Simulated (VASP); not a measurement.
Computed with PBE GGA, VASP's PBE PAW potentials (set 64) (plane waves; VASP).

A VASP calculation is set up with these files.

### POSCAR
```
WC
1
    1.4553233597    -2.5206940771     0.0000000000
    1.4553233597     2.5206940771     0.0000000000
    0.0000000000    -0.0000000000     2.8407658318
W C
1 1
Direct
  0.0000000000   0.0000000000   1.0000000000
  0.3333330000   0.6666670000   0.5000000000
```

File KPOINTS:
```
Automatic mesh
0
Gamma
14 14 13
0 0 0
```

INCAR:
```
ALGO  =  Normal
EDIFF  =  1E-6
EDIFFG  =  -0.02
ENCUT  =  620
GGA  =  PE
IBRION  =  2
ISIF  =  3
ISMEAR  =  1
LASPH  =  .TRUE.
LCHARG  =  .FALSE.
LMAXMIX  =  6
LREAL  =  .FALSE.
LWAVE  =  .FALSE.
NELM  =  100
NSW  =  40
PREC  =  Accurate
PSTRESS  =  50
SIGMA  =  0.1
SYSTEM  =  WC
```

POTCAR, in this order: W_sv C (PBE.64 set). Program: vasp_std.

What VASP printed:

File OSZICAR:
```
       N       E                     dE             d eps       ncg     rms          rms(c)
DAV:   1     0.122887078043E+03    0.12289E+03   -0.10909E+04  4368   0.175E+03
DAV:   2    -0.211035661169E+02   -0.14399E+03   -0.14013E+03  5038   0.415E+02
DAV:   3    -0.254778169877E+02   -0.43743E+01   -0.43258E+01  5294   0.650E+01
DAV:   4    -0.255220361015E+02   -0.44219E-01   -0.44184E-01  4831   0.693E+00
DAV:   5    -0.255224145045E+02   -0.37840E-03   -0.37839E-03  5144   0.663E-01    0.322E+01
DAV:   6    -0.225396012165E+02    0.29828E+01   -0.95728E+00  4933   0.318E+01    0.854E+00
DAV:   7    -0.224738243126E+02    0.65777E-01   -0.41912E-01  4523   0.583E+00    0.609E+00
DAV:   8    -0.224478440165E+02    0.25980E-01   -0.73565E-02  4888   0.256E+00    0.877E-01
DAV:   9    -0.224465488240E+02    0.12952E-02   -0.44410E-03  4678   0.510E-01    0.143E-01
DAV:  10    -0.224464993229E+02    0.49501E-04   -0.28673E-04  5123   0.229E-01    0.803E-02
DAV:  11    -0.224464961579E+02    0.31650E-05   -0.30076E-05  4743   0.491E-02    0.112E-02
DAV:  12    -0.224464947685E+02    0.13893E-05   -0.58745E-06  4683   0.234E-02    0.406E-03
DAV:  13    -0.224464948003E+02   -0.31741E-07   -0.12041E-07  2234   0.388E-03
   1 F= -.21796059E+02 E0= -.21796062E+02  d E =-.217961E+02
```

File OUTCAR:
```
------------------------ aborting loop because EDIFF is reached ----------------------------------------
  FORCE on cell =-STRESS in cart. coord.  units (eV):
  Direction    XX          YY          ZZ          XY          YZ          ZX
  --------------------------------------------------------------------------------------
  Total        0.6359024      0.6359025      0.6469591     -0.0000000      0.0000000     -0.0000000
  in kB       48.8827899     48.8827929     49.7327333     -0.0000000      0.0000000     -0.0000000
  external PRESSURE =      -0.8338947 kB  Pullay stress =      50.0000000 kB
  volume of cell :       20.84
      direct lattice vectors                 reciprocal lattice vectors
     1.455323360 -2.520694077  0.000000000     0.343566257 -0.198358065  0.000000000
     1.455323360  2.520694077  0.000000000     0.343566257  0.198358065  0.000000000
     0.000000000  0.000000000  2.840765832     0.000000000  0.000000000  0.352017751
 POSITION                                       TOTAL-FORCE (eV/Angst)
 -----------------------------------------------------------------------------------
      0.00000      0.00000      0.00000        -0.000000      0.000000      0.000000
      1.45532      0.84023      1.42038         0.000000     -0.000000      0.000000
 -----------------------------------------------------------------------------------
    total drift:                                0.000000     -0.000386      0.000000
  FREE ENERGIE OF THE ION-ELECTRON SYSTEM (eV)
  ---------------------------------------------------
  free  energy   TOTEN  =       -22.4464948003 eV

  energy  without entropy=      -22.4465030282  energy(sigma->0) =      -22.44649754
  enthalpy is  TOTEN    =       -21.7960589138 eV   P V=        0.6504358865

 reached required accuracy - stopping structural energy minimisation
```
(Selected blocks of OUTCAR.)

The compound is WC in the wc structure. It was relaxed first under an external pressure of 5 GPa.
